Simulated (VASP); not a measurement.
Method: PBEsol GGA, VASP's PBE PAW potentials (set 64) (plane waves; VASP).

VASP ran on this input.

**KPOINTS**
```
Automatic mesh
0
Gamma
12 12 12
0 0 0
```

File POSCAR:
```
VSi
1.0
  0.0000000000   2.4143384355   2.4143384355
  2.4143384355   0.0000000000   2.4143384355
  2.4143384355   2.4143384355   0.0000000000
Si V
1 1
Cart
  0.0000000000   0.0000000000   0.0000000000
  2.4143384355   2.4143384355   2.4143384355
```

### INCAR
```
! general
SYSTEM  = VSi
PREC    = Accurate
ENCUT   = 530
LREAL   = .FALSE.   ! projection in real space or not
LASPH   = .TRUE.

! electronic loop
EDIFF   = 1E-7   ! SCF stop (eV)
NELM    = 100   ! most electronic steps
ALGO    = Normal   ! blocked Davidson
LMAXMIX = 4

! smearing
ISMEAR  = 1   ! Methfessel-Paxton
SIGMA   = 0.1   ! width (eV)

! functional
GGA     = PS   ! PBEsol

! ions
IBRION  = 6
NSW     = 1   ! most ionic steps
ISIF    = 3   ! ions, shape and volume
POTIM   = 0.015
NFREE   = 2

! output
LWAVE   = .FALSE.
LCHARG  = .FALSE.
```

POTCAR, in this order: Si V_sv (PBE.64 set). Program: vasp_std.

Output

### OSZICAR
```
...
DAV:   7    -0.154565443552E+02    0.11481E-06   -0.64791E-07 13204   0.116E-02    0.177E-03
DAV:   8    -0.154565443110E+02    0.44200E-07   -0.29428E-08  6300   0.292E-03
   9 F= -.15456544E+02 E0= -.15456600E+02  d E =0.166180E-03
       N       E                     dE             d eps       ncg     rms          rms(c)
DAV:   1    -0.154424056338E+02    0.14139E-01   -0.10454E+00 12020   0.165E+01    0.103E+00
DAV:   2    -0.154397964417E+02    0.26092E-02   -0.28954E-02 12848   0.220E+00    0.509E-01
DAV:   3    -0.154486782477E+02   -0.88818E-02   -0.10666E-02 14180   0.123E+00    0.225E-01
DAV:   4    -0.154507854090E+02   -0.21072E-02   -0.19609E-03 12760   0.535E-01    0.893E-02
DAV:   5    -0.154557505135E+02   -0.49651E-02   -0.54342E-04 14232   0.319E-01    0.204E-02
DAV:   6    -0.154563506978E+02   -0.60018E-03   -0.40215E-05 12336   0.791E-02    0.983E-03
DAV:   7    -0.154564969158E+02   -0.14622E-03   -0.17126E-06 14488   0.169E-02    0.172E-03
DAV:   8    -0.154565263155E+02   -0.29400E-04   -0.82040E-08  7244   0.369E-03    0.546E-04
DAV:   9    -0.154565400629E+02   -0.13747E-04   -0.15298E-08  6204   0.123E-03    0.149E-04
DAV:  10    -0.154565431679E+02   -0.31050E-05   -0.26037E-09  6024   0.574E-04    0.491E-05
DAV:  11    -0.154565441609E+02   -0.99306E-06   -0.65030E-10  5956   0.295E-04    0.352E-05
DAV:  12    -0.154565442657E+02   -0.10472E-06   -0.17025E-10  5928   0.167E-04    0.986E-06
DAV:  13    -0.154565443309E+02   -0.65287E-07   -0.44498E-11  5912   0.705E-05
  10 F= -.15456544E+02 E0= -.15456600E+02  d E =0.166146E-03
       N       E                     dE             d eps       ncg     rms          rms(c)
DAV:   1    -0.155051811987E+02   -0.48637E-01   -0.10923E+00 12148   0.171E+01    0.172E+00
DAV:   2    -0.154648476028E+02    0.40334E-01   -0.52364E-02 12560   0.300E+00    0.717E-01
DAV:   3    -0.154576622524E+02    0.71854E-02   -0.20832E-02 14240   0.172E+00    0.324E-01
DAV:   4    -0.154567057444E+02    0.95651E-03   -0.41216E-03 12492   0.754E-01    0.614E-02
DAV:   5    -0.154565532061E+02    0.15254E-03   -0.15066E-04 13584   0.204E-01    0.217E-02
DAV:   6    -0.154565444704E+02    0.87357E-05   -0.14982E-05 13444   0.596E-02    0.783E-03
DAV:   7    -0.154565444642E+02    0.62387E-08   -0.61193E-07 13532   0.109E-02
  11 F= -.15456544E+02 E0= -.15456600E+02  d E =0.166186E-03
       N       E                     dE             d eps       ncg     rms          rms(c)
DAV:   1    -0.154822907089E+02   -0.25746E-01   -0.94494E-01 12192   0.157E+01    0.105E+00
DAV:   2    -0.154646253460E+02    0.17665E-01   -0.29759E-02 12696   0.214E+00    0.508E-01
DAV:   3    -0.154577804994E+02    0.68448E-02   -0.11260E-02 14280   0.118E+00    0.193E-01
DAV:   4    -0.154571515873E+02    0.62891E-03   -0.15237E-03 12656   0.477E-01    0.908E-02
DAV:   5    -0.154565771539E+02    0.57443E-03   -0.48071E-04 14316   0.347E-01    0.168E-02
DAV:   6    -0.154565518338E+02    0.25320E-04   -0.38220E-05 12336   0.791E-02    0.821E-03
DAV:   7    -0.154565447607E+02    0.70731E-05   -0.18017E-06 14660   0.155E-02    0.164E-03
DAV:   8    -0.154565445515E+02    0.20922E-06   -0.10142E-07  7420   0.410E-03    0.349E-04
DAV:   9    -0.154565443294E+02    0.22211E-06   -0.12647E-08  6276   0.113E-03    0.195E-04
DAV:  10    -0.154565443020E+02    0.27419E-07   -0.24403E-09  5948   0.519E-04
  12 F= -.15456544E+02 E0= -.15456600E+02  d E =0.166132E-03
       N       E                     dE             d eps       ncg     rms          rms(c)
DAV:   1    -0.155051190031E+02   -0.48575E-01   -0.10924E+00 12204   0.172E+01    0.172E+00
DAV:   2    -0.154648499358E+02    0.40269E-01   -0.52752E-02 12680   0.302E+00    0.717E-01
DAV:   3    -0.154576338254E+02    0.72161E-02   -0.20696E-02 14216   0.172E+00    0.320E-01
DAV:   4    -0.154567063103E+02    0.92752E-03   -0.39975E-03 12692   0.743E-01    0.612E-02
DAV:   5    -0.154565525821E+02    0.15373E-03   -0.15030E-04 13644   0.205E-01    0.215E-02
DAV:   6    -0.154565444934E+02    0.80886E-05   -0.14710E-05 13476   0.583E-02    0.780E-03
DAV:   7    -0.154565444547E+02    0.38669E-07   -0.61427E-07 13580   0.110E-02
  13 F= -.15456544E+02 E0= -.15456600E+02  d E =0.166187E-03
       N       E                     dE             d eps       ncg     rms          rms(c)
DAV:   1    -0.154580131343E+02   -0.14686E-02   -0.50408E-01  4088   0.122E+01    0.581E-01
DAV:   2    -0.154544866033E+02    0.35265E-02   -0.12194E-02  4252   0.140E+00    0.359E-01
DAV:   3    -0.154546108295E+02   -0.12423E-03   -0.90985E-03  4896   0.110E+00    0.113E-01
DAV:   4    -0.154548633639E+02   -0.25253E-03   -0.70572E-04  4288   0.318E-01    0.175E-02
DAV:   5    -0.154549096142E+02   -0.46250E-04   -0.17440E-05  4948   0.432E-02    0.113E-02
DAV:   6    -0.154550309592E+02   -0.12135E-03   -0.11976E-05  4796   0.251E-02    0.263E-03
DAV:   7    -0.154550510260E+02   -0.20067E-04   -0.10993E-06  4720   0.107E-02    0.179E-03
DAV:   8    -0.154550652467E+02   -0.14221E-04   -0.14471E-07  3276   0.309E-03    0.677E-04
DAV:   9    -0.154550677888E+02   -0.25422E-05   -0.64277E-08  2284   0.173E-03    0.268E-04
DAV:  10    -0.154550680687E+02   -0.27992E-06   -0.79477E-09  2068   0.899E-04    0.929E-05
DAV:  11    -0.154550682208E+02   -0.15206E-06   -0.11566E-09  2036   0.333E-04    0.591E-05
DAV:  12    -0.154550682584E+02   -0.37565E-07   -0.41710E-10  2032   0.229E-04
  14 F= -.15455068E+02 E0= -.15455121E+02  d E =0.158149E-03
       N       E                     dE             d eps       ncg     rms          rms(c)
DAV:   1    -0.154553413398E+02   -0.27312E-03   -0.16392E-01  3952   0.230E+00    0.121E-01
DAV:   2    -0.154552000420E+02    0.14130E-03   -0.26770E-03  4596   0.535E-01    0.648E-02
DAV:   3    -0.154550705512E+02    0.12949E-03   -0.54515E-04  4336   0.159E-01    0.127E-02
DAV:   4    -0.154550688530E+02    0.16982E-05   -0.44709E-05  4424   0.616E-02    0.104E-02
DAV:   5    -0.154550689646E+02   -0.11160E-06   -0.85242E-07  4552   0.971E-03    0.522E-03
DAV:   6    -0.154550683723E+02    0.59232E-06   -0.11244E-06  4548   0.989E-03    0.250E-03
DAV:   7    -0.154550682712E+02    0.10110E-06   -0.62170E-07  4540   0.570E-03    0.254E-03
DAV:   8    -0.154550682641E+02    0.70477E-08   -0.53758E-08  2108   0.220E-03
  15 F= -.15455068E+02 E0= -.15455121E+02  d E =0.158148E-03
       N       E                     dE             d eps       ncg     rms          rms(c)
DAV:   1    -0.154470690580E+02    0.79992E-02   -0.14369E+00  4564   0.324E+01    0.196E-01
DAV:   2    -0.154550338542E+02   -0.79648E-02   -0.84597E-02  3920   0.335E+00    0.900E-02
DAV:   3    -0.154550643908E+02   -0.30537E-04   -0.75037E-04  4864   0.373E-01    0.447E-02
DAV:   4    -0.154550682470E+02   -0.38562E-05   -0.54498E-05  4140   0.109E-01    0.165E-02
DAV:   5    -0.154550679977E+02    0.24934E-06   -0.95831E-06  4260   0.398E-02    0.790E-03
DAV:   6    -0.154550681178E+02   -0.12014E-06   -0.67953E-07  4424   0.171E-02    0.947E-04
DAV:   7    -0.154550681085E+02    0.93564E-08   -0.36249E-08  2192   0.299E-03
  16 F= -.15455068E+02 E0= -.15455121E+02  d E =0.158191E-03
       N       E                     dE             d eps       ncg     rms          rms(c)
DAV:   1    -0.154290845710E+02    0.25984E-01   -0.42876E+00  4564   0.560E+01    0.366E-01
DAV:   2    -0.154550057930E+02   -0.25921E-01   -0.27417E-01  3920   0.598E+00    0.174E-01
DAV:   3    -0.154550609636E+02   -0.55171E-04   -0.23894E-03  4828   0.643E-01    0.831E-02
DAV:   4    -0.154550668909E+02   -0.59274E-05   -0.16274E-04  4400   0.195E-01    0.222E-02
DAV:   5    -0.154550678520E+02   -0.96102E-06   -0.23841E-05  4368   0.672E-02    0.149E-02
DAV:   6    -0.154550680784E+02   -0.22644E-06   -0.24083E-06  4520   0.290E-02    0.284E-03
DAV:   7    -0.154550681123E+02   -0.33881E-07   -0.16549E-07  2692   0.483E-03
  17 F= -.15455068E+02 E0= -.15455121E+02  d E =0.158224E-03
```

**OUTCAR**
```
------------------------ aborting loop because EDIFF is reached ----------------------------------------
  FORCE on cell =-STRESS in cart. coord.  units (eV):
  Direction    XX          YY          ZZ          XY          YZ          ZX
  --------------------------------------------------------------------------------------
  Total        0.1365425      0.1252029      0.1252029      0.0000000      0.0000000     -0.0000000
  in kB        7.7723807      7.1268972      7.1268972      0.0000000      0.0000000     -0.0000000
  external PRESSURE =       7.3420584 kB  Pullay stress =       0.0000000 kB
  volume of cell :       28.15
      direct lattice vectors                 reciprocal lattice vectors
     0.000000000  2.414338435  2.414338435    -0.207096069  0.207096069  0.207096069
     2.414338435  0.000000000  2.414338435     0.207096069 -0.207096069  0.207096069
     2.414338435  2.414338435  0.000000000     0.207096069  0.207096069 -0.207096069
 POSITION                                       TOTAL-FORCE (eV/Angst)
 -----------------------------------------------------------------------------------
      0.00000      0.00000      0.00000        -0.174245      0.000000      0.000000
      2.39934      2.41434      2.41434         0.174245      0.000000      0.000000
 -----------------------------------------------------------------------------------
    total drift:                                0.000295      0.000000      0.000000
  FREE ENERGIE OF THE ION-ELECTRON SYSTEM (eV)
  ---------------------------------------------------
  free  energy   TOTEN  =       -15.4550681123 eV

  energy  without entropy=      -15.4552263361  energy(sigma->0) =      -15.45512085

   1 f  =   12.518974 THz    78.659034 2PiTHz  417.588025 cm-1    51.774293 meV
             X         Y         Z           dx          dy          dz
      0.000000  0.000000  0.000000     0.802784    0.000000    0.000000
      2.414338  2.414338  2.414338    -0.596270    0.000000    0.000000

   2 f  =   12.518974 THz    78.659034 2PiTHz  417.588025 cm-1    51.774293 meV
             X         Y         Z           dx          dy          dz
      0.000000  0.000000  0.000000    -0.000000    0.802784    0.000000
      2.414338  2.414338  2.414338    -0.000000   -0.596270    0.000000

   3 f  =   12.518974 THz    78.659034 2PiTHz  417.588025 cm-1    51.774293 meV
             X         Y         Z           dx          dy          dz
      0.000000  0.000000  0.000000    -0.000000    0.000000    0.802784
      2.414338  2.414338  2.414338    -0.000000    0.000000   -0.596270

   4 f/i=    0.001944 THz     0.012213 2PiTHz    0.064836 cm-1     0.008039 meV
             X         Y         Z           dx          dy          dz
      0.000000  0.000000  0.000000    -0.476191    0.356858   -0.037849
      2.414338  2.414338  2.414338    -0.641116    0.480453   -0.050958

   5 f/i=    0.001944 THz     0.012213 2PiTHz    0.064836 cm-1     0.008039 meV
             X         Y         Z           dx          dy          dz
      0.000000  0.000000  0.000000     0.295381    0.425485    0.295381
      2.414338  2.414338  2.414338     0.397685    0.572849    0.397685

   6 f/i=    0.001944 THz     0.012213 2PiTHz    0.064836 cm-1     0.008039 meV
             X         Y         Z           dx          dy          dz
      0.000000  0.000000  0.000000    -0.203789   -0.217147    0.516580
      2.414338  2.414338  2.414338    -0.274370   -0.292354    0.695494

 ELASTIC MODULI CONTR FROM IONIC RELAXATION (kBar)
 Direction    XX          YY          ZZ          XY          YZ          ZX
 --------------------------------------------------------------------------------
 XX           0.0000      0.0000      0.0000      0.0000      0.0000      0.0000
 YY           0.0000      0.0000      0.0000      0.0000      0.0000      0.0000
 ZZ           0.0000      0.0000      0.0000      0.0000      0.0000      0.0000
 XY           0.0000      0.0000      0.0000      0.0000      0.0000      0.0000
 YZ           0.0000      0.0000      0.0000      0.0000      0.0000      0.0000
 ZX           0.0000      0.0000      0.0000      0.0000      0.0000      0.0000
 --------------------------------------------------------------------------------

 TOTAL ELASTIC MODULI (kBar)
 Direction    XX          YY          ZZ          XY          YZ          ZX
 --------------------------------------------------------------------------------
 XX        3397.5909    595.2665    595.2665     -0.0000      0.0000     -0.0000
 YY         595.2665   3397.5909    595.2665      0.0000     -0.0000     -0.0000
 ZZ         595.2665    595.2665   3397.5909      0.0000      0.0000      0.0000
 XY          -0.0000      0.0000      0.0000    -90.4122      0.0000      0.0000
 YZ           0.0000     -0.0000      0.0000      0.0000    -90.4122      0.0000
 ZX          -0.0000     -0.0000      0.0000      0.0000      0.0000    -90.4122
 --------------------------------------------------------------------------------
```
(Selected blocks of OUTCAR.)

Finite-difference elastic constants of metals are sensitive to mesh and smearing; shear constants can be off by tens of GPa.

The structure was generated: VSi was put into the rocksalt type (Fm-3m), which need not be its known phase. It was relaxed first, which changed the volume by -21 %. The run is not spin-polarised, so no magnetic state was tried. The electron count is odd and the run is not spin-polarised, which forces a metal.
